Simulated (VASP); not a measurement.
Method: PBE GGA, VASP's PBE PAW potentials (set 64) (plane waves; VASP).

The input files of a VASP run:

POSCAR:
```
BN
1
    0.0000000000     1.8312860000     1.8312860000
    1.8312860000     0.0000000000     1.8312860000
    1.8312860000     1.8312860000     0.0000000000
B N
1 1
Direct
  0.0000000000   0.0000000000   0.0000000000
  0.2500000000   0.2500000000   0.2500000000
```

**KPOINTS**
```
Automatic mesh
0
gamma
 6 6 6
```

**INCAR**
```
SYSTEM = BN
PREC = Normal; ENCUT = 500; LREAL = F
LASPH = T; NBANDS = 331
EDIFF = 1E-8; NELM = 1; ALGO = Exact
ISMEAR = 0; SIGMA = 0.01
GGA = PE
LWAVE = T; LCHARG = F
LOPTICS = T
```

POTCAR, in this order: B_GW N_GW_new (PBE.64 set). Program: vasp_std. Read from the step before: WAVECAR.

Output

### OUTCAR
```
 ion  position               nearest neighbor table
   1  0.000  0.000  0.000-   2 1.59   2 1.59   2 1.59   2 1.59
   2  0.250  0.250  0.250-   1 1.59   1 1.59   1 1.59   1 1.59
  LATTYP: Found a face centered cubic cell.
 ALAT       =     3.6625720000
 Subroutine PRICEL returns:
 Original cell was already a primitive cell.
 Subroutine GETGRP returns: Found 24 space group operations
The static configuration has the point symmetry T_d .
The dynamic configuration has the point symmetry T_d .
 Subroutine INISYM returns: Found 24 space group operations
 Subroutine IBZKPT returns following result:
 Found     16 irreducible k-points:

 Following reciprocal coordinates:
            Coordinates               Weight
  0.000000  0.000000  0.000000      1.000000
  0.166667  0.000000  0.000000      8.000000
  0.333333  0.000000  0.000000      8.000000
  0.500000  0.000000  0.000000      4.000000
  0.166667  0.166667  0.000000      6.000000
  0.333333  0.166667  0.000000     24.000000
  0.500000  0.166667  0.000000     24.000000
 -0.333333  0.166667  0.000000     24.000000
 -0.166667  0.166667  0.000000     12.000000
...
```

**OSZICAR**
```
       N       E                     dE             d eps       ncg     rms          rms(c)
DIA:   1    -0.174396925024E+02   -0.17440E+02    0.00000E+00     0   0.000E+00
   1 F= -.17439693E+02 E0= -.17439693E+02  d E =0.000000E+00
 imaginary and real dielectric function
```

OUTCAR:
```


 plasma frequency squared (from intraband transitions) (eV^2)
  --------------------------------------------------------------------------------------
       0.000       0.000       0.000
       0.000       0.000       0.000
       0.000       0.000       0.000

 plasma frequency squared (from interband transitions, int dw w eps(2)(w)) (eV^2)
  --------------------------------------------------------------------------------------
     922.820       0.000      -0.000      -0.000      -0.000      -0.000
      -0.000       0.000     922.820       0.000      -0.000       0.000
      -0.000       0.000      -0.000      -0.000     922.820       0.000
```
(Selected blocks of OUTCAR.)

### OUTCAR
```
 val. band max:        8.1792609491   @ k =   0.0000   0.0000   0.0000

 cond. band min:      12.5935150205   @ k =   0.5000   0.5000   0.0000



 k-point     1 :       0.0000    0.0000    0.0000
  band No.  band energies     occupation
      1     -11.6161      2.00000
      2       8.1788      2.00000
      3       8.1793      2.00000
      4       8.1793      2.00000
      5      16.8064      0.00000
      6      16.8064      0.00000
      7      16.8064      0.00000
      8      17.8991      0.00000
      9      32.2003      0.00000
     10      35.4671      0.00000
     11      35.4671      0.00000
     12      36.0724      0.00000
     13      36.0725      0.00000
     14      36.0725      0.00000
     15      43.0191      0.00000
     16      53.8956      0.00000
     17      53.8960      0.00000
     18      53.8960      0.00000
     19      74.2097      0.00000
     20      74.2097      0.00000
     21      74.2097      0.00000
     22      78.3676      0.00000
     23      78.3676      0.00000
     24      80.8093      0.00000
     25      80.8093      0.00000
     26      80.8094      0.00000
     27      85.0271      0.00000
     28      85.0273      0.00000
     29      85.0273      0.00000
     30      91.5239      0.00000
     31     104.1279      0.00000
     32     104.1279      0.00000
     33     104.1279      0.00000
     34     107.9111      0.00000
     35     107.9111      0.00000
     36     109.6131      0.00000
     37     109.6131      0.00000
     38     109.6131      0.00000
     39     111.9538      0.00000
     40     111.9538      0.00000
     41     113.8832      0.00000
     42     113.8832      0.00000
     43     113.8832      0.00000
     44     114.8582      0.00000
     45     114.8582      0.00000
     46     114.8583      0.00000
     47     115.3577      0.00000
     48     115.9995      0.00000
     49     115.9995      0.00000
     50     115.9995      0.00000
     51     123.2294      0.00000
     52     124.7275      0.00000
...
```

The density is held fixed in this step, so its total energy and stress have no physical meaning.

The compound is BN in the zinc blende structure. This cell is one point of a volume scan, at 1.04 of the reference volume. The k-mesh is coarse (spacing up to 0.50 per Å, 2π included), so the numbers may not be converged in it.
